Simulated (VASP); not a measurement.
Wanted: the native input for a VASP 6.6.1 run.

| Item | Value |
| --- | --- |
| Task | relaxation of cell and atoms |
| Functional | PBE |
| Potentials or basis | VASP PAW PBE potentials, release 64 (Nb_sv, B) |
| Cutoff | 520 eV |
| k mesh | 4 × 4 × 4 |
| Occupations | gaussian, width 0.15 eV |
| Spin | no spin polarisation |
| Further INCAR settings | PREC = Normal; ALGO = Fast; EDIFF = 0.0001; IBRION = 2; EDIFFG = -0.08; NSW = 24; ISIF = 3 |

The structure of Nb3B5 lies in POSCAR:

```
Nb3B5
1.0
   -2.8313927200      2.8313927200      2.8313927200
    2.8313927200     -2.8313927200      2.8313927200
    2.8313927200      2.8313927200     -2.8313927200
Nb B
3 5
Direct
    0.0000000000      0.5000000000      0.5000000000
    0.5000000000      0.0000000000      0.5000000000
    0.5000000000      0.5000000000      0.0000000000
    0.5512208800      0.5512208800      0.5512208800
    0.0000000000      0.0000000000      0.4487791200
    0.0000000000      0.4487791200      0.0000000000
    0.4487791200      0.0000000000      0.0000000000
    0.0000000000      0.0000000000      0.0000000000
```

The cell was built by a generator and needn't be a form met in nature.

The input as run:

INCAR

```
PREC     = Normal         # precision mode
ENCUT    = 520            # plane-wave cutoff, eV
EDIFF    = 1E-4           # SCF threshold, eV
ISMEAR   = 0              # smearing method
SIGMA    = 0.15           # smearing width, eV
LREAL    = False          # projectors in reciprocal space
LASPH    = True           # aspherical terms in the spheres
NELM     = 60             # most SCF steps
ALGO     = Fast           # electronic algorithm
ISIF     = 3              # what is computed and relaxed
LWAVE    = False          # write WAVECAR
LCHARG   = False          # write CHGCAR
GGA      = PE             # functional
IBRION   = 2              # ionic algorithm
NSW      = 24             # ionic steps
EDIFFG   = -0.08          # ionic threshold
```

KPOINTS

```
Automatic mesh
0
Gamma
  4 4 4
```

Potentials or basis: VASP PAW PBE potentials, release 64 (Nb_sv, B).

The run is started by

```sh
$ cat potpaw_PBE.64/Nb_sv/POTCAR potpaw_PBE.64/B/POTCAR > POTCAR
$ mpirun -np 1 vasp_std > vasp.out
```

It gave:

* Relaxed volume: 10.99 Å³/atom
* Relaxed cell: a = 4.852 Å, b = 4.852 Å, c = 4.852 Å, α = 109.47°, β = 109.47°, γ = 109.47°
* Space group after relaxing (to 0.05 Å): I-43m (No. 217)
* Energy gained by relaxing: 186.8 meV/atom
* Ionic steps: 10
* Pressure after relaxing: -0.4 GPa
* Largest force after relaxing: 0.023 eV/Å
* Band gap on the k mesh: none (metal or under the smearing width)

Caveat: the k mesh is coarse (spacing up to 0.39 Å⁻¹), so the values aren't converged; the relaxation stopped at a loose force limit of 0.08 eV/Å, so its end isn't a converged minimum.

It took 2.2 min on 1 thread of Intel(R) Xeon(R) Platinum 8488C (Sapphire Rapids), on a shared host, peak memory 0.16 GiB.
